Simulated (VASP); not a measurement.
An input for Ansatz (written as the equivalent of a VASP run, and not itself run):

Ansatz 0.2 input:
```yaml
crystal:
  lattice:
    - [2.0072574, 1.1588910, 6.5695970]
    - [-2.0072574, 1.1588910, 6.5695970]
    - [0.0000000, -2.3177810, 6.5695970]
  atoms:
    - { symbol: In, position: [0.5004747, 0.5004747, 0.5004747] }
    - { symbol: Ga, position: [0.0001199, 0.0001199, 0.0001199] }
    - { symbol: P, position: [0.1194670, 0.1194670, 0.1194670] }
    - { symbol: P, position: [0.6299224, 0.6299224, 0.6299224] }
kpoints:
  mp_grid: { grid: [6, 6, 6] }
hamiltonian:
  xc: r2scan
  pseudopotentials: { kind: paw }
scf:
  occupations: { method: gaussian, width: 0.05 }
  max_iter: 100
relax:
  max_steps: 60
  f_tol: 0.02
  cell: {}
output: { forces: true, stress: true, eigenvalues: true }
```

Problem. Write the VASP files for the same calculation (r2SCAN).

Solution. This is not unique; one that fits is 
### POSCAR
```
InGaP2
1
    2.0072574379     1.1588909987     6.5695970212
   -2.0072574379     1.1588909987     6.5695970212
    0.0000000000    -2.3177810173     6.5695970229
In Ga P
1 1 2
Direct
  0.5004746976   0.5004746976   0.5004746976
  0.0001199173   0.0001199173   0.0001199173
  0.1194670275   0.1194670275   0.1194670275
  0.6299223576   0.6299223576   0.6299223576
```

### KPOINTS
```
Automatic mesh
0
Gamma
6 6 6
0 0 0
```

### INCAR
```
SYSTEM=InGaP2
PREC=Accurate; ENCUT=400; LREAL=.FALSE.
LASPH=.TRUE.
EDIFF=1E-6; NELM=100; ALGO=Normal
LMAXMIX=4; LMIXTAU=.TRUE.
ISMEAR=0; SIGMA=0.05
METAGGA=R2SCAN
IBRION=2; NSW=60; ISIF=3
EDIFFG=-0.02
LWAVE=.FALSE.; LCHARG=.FALSE.
```

POTCAR, in this order: In_d Ga_d P (PBE.64 set). Program: vasp_std.

The two are equivalent in intent, not identical: each code has its own PAW files, so the cut-off isn't converted (ENCUT is set for VASP's; basis.ecutwfc is left out, and Ansatz then takes the one that its files recommend); Ansatz stops its SCF on the density residual and VASP on the energy change (EDIFF).

The structure comes from a computed database's InGaP2 entry (R3m); how it stands against other phases isn't given here. This run relaxes it. Symmetry was kept, so distortions that lower it aren't found. The start is the result of an earlier pass.
